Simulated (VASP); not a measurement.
# BaLiSi (space group P-6m2): computed properties

These are PBEsol GGA, VASP's PBE PAW potentials (set 64) (plane waves; VASP) values and carry that method's errors.

```yaml
space_group: P-6m2 (187)
cell: a = b = 4.9081 Å, c = 3.8125 Å, α = β = 90.00°, γ = 120.00°
volume_per_atom: 26.51 Å³/atom
band gap (over mesh and band path): none (metal, semimetal or under 0.01 eV)
hill_bulk_modulus: 30.9 GPa
hill_shear_modulus: 19.2 GPa
Poisson's ratio: 0.243
band_gap_with_spin_orbit_coupling: none (metallic)
density: 3.60 g/cm³
optical Γ-point spectrum: 155, 171 (×2), 240, 309 (×2) cm⁻¹
C11: 70.9 GPa
C12: 23.7 GPa
C13: 18.6 GPa
C33: 34.1 GPa
C44: 18.6 GPa
C66: 23.6 GPa
```

```xyz
3
Lattice="4.9081 0.0000 0.0000 -2.4540 4.2505 0.0000 0.0000 0.0000 3.8125" Properties=species:S:1:pos:R:3 pbc="T T T"
Ba     2.4540     1.4168     0.0000
Li     0.0000     0.0000     1.9062
Si     0.0000     2.8337     1.9062
```

Finite-difference elastic constants of metals are sensitive to mesh and smearing; shear constants can be off by tens of GPa. Unless said otherwise, spin-orbit coupling is left out, though it shifts the bands of the heavy elements here.

The structure comes from a computed database's BaLiSi entry (P-6m2); how it stands against other phases isn't given here. It was relaxed first. Symmetry was kept, so distortions that lower it aren't found. The electron count is odd and the run is not spin-polarised, which forces a metal.
